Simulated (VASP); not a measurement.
V3RuN:

```xyz
5
Lattice="3.8900 0.0000 0.0000 0.0000 3.8900 0.0000 0.0000 0.0000 3.8900" Properties=species:S:1:pos:R:3 pbc="T T T"
Ru    0.0000    0.0000    0.0000
V     0.0000    1.9450    1.9450
V     1.9450    0.0000    1.9450
V     1.9450    1.9450    0.0000
N     1.9450    1.9450    1.9450
```

The cell was built by a generator and needn't be a form met in nature.

```yaml
Program: VASP 6.6.1
Task: relaxation of cell and atoms
Functional: PBE
Potentials_or_basis: VASP PAW PBE potentials, release 64 (Ru_pv, V_sv, N)
Cutoff: 600 eV
k_mesh: 5 × 5 × 5
Occupations: fermi-dirac, width 0.1 eV
Spin: no spin polarisation
```

At the start: pressure 5.1 GPa; volume 11.77 Å³/atom.

Question: How do energy, volume and symmetry change on relaxing?

Answer: Over 3 steps the energy falls by 3.7 meV/atom and the volume is 12.01 Å³/atom (+2.0 %); space group Pm-3m (No. 221, to 0.05 Å).

The path:
```tsv
step	energy change (eV)	largest force (eV/Å)	pressure (GPa)	volume (Å³)
1	0.0000	0.0000	5.13	58.86
2	0.0342	0.0000	-7.85	62.13
3	-0.0186	0.0000	-0.04	60.06
```

Final structure:
```
CELL_PARAMETERS angstrom
3.91607 0.00000 0.00000
0.00000 3.91607 0.00000
0.00000 0.00000 3.91607
ATOMIC_POSITIONS crystal
Ru 0.00000 0.00000 0.00000
V 0.00000 0.50000 0.50000
V 0.50000 0.00000 0.50000
V 0.50000 0.50000 0.00000
N 0.50000 0.50000 0.50000
```

Caveat: the run has no spin polarisation, though such a crystal can be magnetic.
